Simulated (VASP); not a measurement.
A VASP calculation is set up with these files.

File POSCAR:
```
Cs
1
   -3.0500000000     3.0500000000     3.0500000000
    3.0500000000    -3.0500000000     3.0500000000
    3.0500000000     3.0500000000    -3.0500000000
Cs
1
Direct
  0.0000000000   0.0000000000   0.0000000000
```

KPOINTS:
```
Automatic mesh
0
Gamma
2 2 2
0 0 0
```

### INCAR
```
SYSTEM = Cs
PREC = Accurate
ENCUT = 400
EDIFF = 1E-6
NELM = 25
ALGO = VeryFast
LREAL = .FALSE.
LASPH = .TRUE.
ISMEAR = 1
SIGMA = 0.1
GGA = PE
LMAXMIX = 4
LWAVE = .FALSE.
LCHARG = .FALSE.
ISIF = 2
HFSCREEN = 0.2
AEXX = 0.25
LHFCALC = .TRUE.
PRECFOCK = Fast
ISYM = 3
```

POTCAR, in this order: Cs_sv (PBE.64 set). Program: vasp_std.

The run wrote:

standard output:
```
 POSCAR found type information on POSCAR Cs
 POSCAR found :  1 types and       1 ions
 Reading from existing POTCAR
 Reading from existing POTCAR
 LDA part: xc-table for (Slater+PW92), standard interpolation
 POSCAR, INCAR and KPOINTS ok, starting setup
 WAVECAR not read
 entering main loop
       N       E                     dE             d eps       ncg     rms          rms(c)
RMM:   1    -0.117189145287E+04   -0.11719E+04   -0.14984E+03    24   0.499E+02
RMM:   2    -0.119600831371E+04   -0.24117E+02   -0.27929E+02    24   0.117E+02
RMM:   3    -0.122751463038E+04   -0.31506E+02   -0.24510E+02    24   0.780E+01
RMM:   4    -0.123393975695E+04   -0.64251E+01   -0.13855E+02    24   0.827E+01
RMM:   5    -0.123410519538E+04   -0.16544E+00   -0.16333E+01    24   0.298E+01
RMM:   6    -0.123413240704E+04   -0.27212E-01   -0.59344E+00    24   0.128E+01
RMM:   7    -0.123333366205E+04    0.79874E+00   -0.22302E+00    24   0.739E+00
RMM:   8    -0.123324754652E+04    0.86116E-01   -0.20925E-01    24   0.377E+00
RMM:   9    -0.123359332044E+04   -0.34577E+00   -0.16393E+00    66   0.402E+00
RMM:  10    -0.123362966458E+04   -0.36344E-01   -0.88124E-01    69   0.311E+00
RMM:  11    -0.123363087983E+04   -0.12153E-02   -0.30455E-01    70   0.270E+00
RMM:  12    -0.123363249188E+04   -0.16120E-02   -0.22243E-01    71   0.248E+00    0.151E+00
RMM:  13     0.313552010555E+02    0.12650E+04   -0.15909E+01    96   0.238E+01    0.294E+00
RMM:  14     0.302014310232E+02   -0.11538E+01   -0.85730E-01    72   0.537E+00    0.126E+00
RMM:  15     0.305306044238E+02    0.32917E+00   -0.30239E-01    65   0.312E+00    0.576E-01
RMM:  16     0.306503301777E+02    0.11973E+00   -0.22569E-01    67   0.257E+00    0.257E-01
RMM:  17     0.307051094217E+02    0.54779E-01   -0.19355E-01    67   0.231E+00    0.116E-01
RMM:  18     0.307324273829E+02    0.27318E-01   -0.18732E-01    71   0.220E+00    0.594E-02
RMM:  19     0.307415050616E+02    0.90777E-02   -0.19107E-01    74   0.214E+00    0.408E-02
RMM:  20     0.307436931050E+02    0.21880E-02   -0.18036E-01    74   0.204E+00    0.264E-02
RMM:  21     0.307467740246E+02    0.30809E-02   -0.18119E-01    76   0.203E+00    0.163E-02
RMM:  22     0.307459929361E+02   -0.78109E-03   -0.17730E-01    77   0.199E+00    0.102E-02
RMM:  23     0.307469326360E+02    0.93970E-03   -0.17593E-01    79   0.197E+00    0.543E-03
RMM:  24     0.307467196169E+02   -0.21302E-03   -0.17315E-01    80   0.194E+00    0.355E-03
RMM:  25     0.307471065884E+02    0.38697E-03   -0.17172E-01    77   0.193E+00

 -----------------------------------------------------------------------------
|                                                                             |
|           W    W    AA    RRRRR   N    N  II  N    N   GGGG   !!!           |
|           W    W   A  A   R    R  NN   N  II  NN   N  G    G  !!!           |
|           W    W  A    A  R    R  N N  N  II  N N  N  G       !!!           |
|           W WW W  AAAAAA  RRRRR   N  N N  II  N  N N  G  GGG   !            |
|           WW  WW  A    A  R   R   N   NN  II  N   NN  G    G                |
|           W    W  A    A  R    R  N    N  II  N    N   GGGG   !!!           |
|                                                                             |
|     The electronic self-consistency was not achieved in the given           |
|     number of steps (NELM). The forces and other quantities evaluated       |
|     might not be reliable so examine the results carefully. If you find     |
|     spurious results, we suggest increasing NELM, if you were close to      |
|     convergence or switching to a different ALGO or adjusting the           |
|     density mixing parameters otherwise.                                    |
|                                                                             |
 -----------------------------------------------------------------------------

   1 F= 0.30747107E+02 E0= 0.30754159E+02  d E =-.211571E-01
```

**OUTCAR**
```
------------------------ aborting loop EDIFF was not reached (unconverged)  ----------------------------
  FORCE on cell =-STRESS in cart. coord.  units (eV):
  Direction    XX          YY          ZZ          XY          YZ          ZX
  --------------------------------------------------------------------------------------
  Total       -0.3225717     -0.3225717     -0.3225717     -0.0000000      0.0000000     -0.0000000
  in kB       -4.5538358     -4.5538358     -4.5538358     -0.0000000      0.0000000     -0.0000000
  external PRESSURE =      -4.5538358 kB  Pullay stress =       0.0000000 kB
  volume of cell :      113.49
      direct lattice vectors                 reciprocal lattice vectors
    -3.050000000  3.050000000  3.050000000     0.000000000  0.163934426  0.163934426
     3.050000000 -3.050000000  3.050000000     0.163934426  0.000000000  0.163934426
     3.050000000  3.050000000 -3.050000000     0.163934426  0.163934426  0.000000000
 POSITION                                       TOTAL-FORCE (eV/Angst)
 -----------------------------------------------------------------------------------
      0.00000      0.00000      0.00000        -0.000000     -0.000000      0.000000
 -----------------------------------------------------------------------------------
    total drift:                               -0.000300     -0.000980      0.000301
  FREE ENERGIE OF THE ION-ELECTRON SYSTEM (eV)
  ---------------------------------------------------
  free  energy   TOTEN  =        30.7471065884 eV

  energy  without entropy=       30.7682636978  energy(sigma->0) =       30.75415896

  exchange ACFDT corr.  =        -0.09060043  see jH, gK, PRB 81, 115126
```
(Selected blocks of OUTCAR.)

Problem. Read input and log: which fault does this run have?
(A) a hybrid functional was run with ALGO = VeryFast
(B) NBANDS is too small to hold all electrons
(C) Methfessel-Paxton smearing was used on a material with a gap
(D) ICHARG = 11 asks for a fixed density, but there is no CHGCAR

Solution. A, a hybrid functional was run with ALGO = VeryFast. Convergence was not reached. Against the sound run, the energy per atom (σ→0) increases by 31.469 eV/atom; the pressure is nearly the same.

To mend it, set ALGO = Normal.

The mended run (HSE06 screened hybrid, plane waves, VASP's PBE PAW potentials (set 64)) converges, and its OSZICAR ends with
```
   1 F= -.72170807E+00 E0= -.71465570E+00  d E =-.211571E-01
```

The compound is Cs in the bcc structure. The cell was not relaxed at this level.
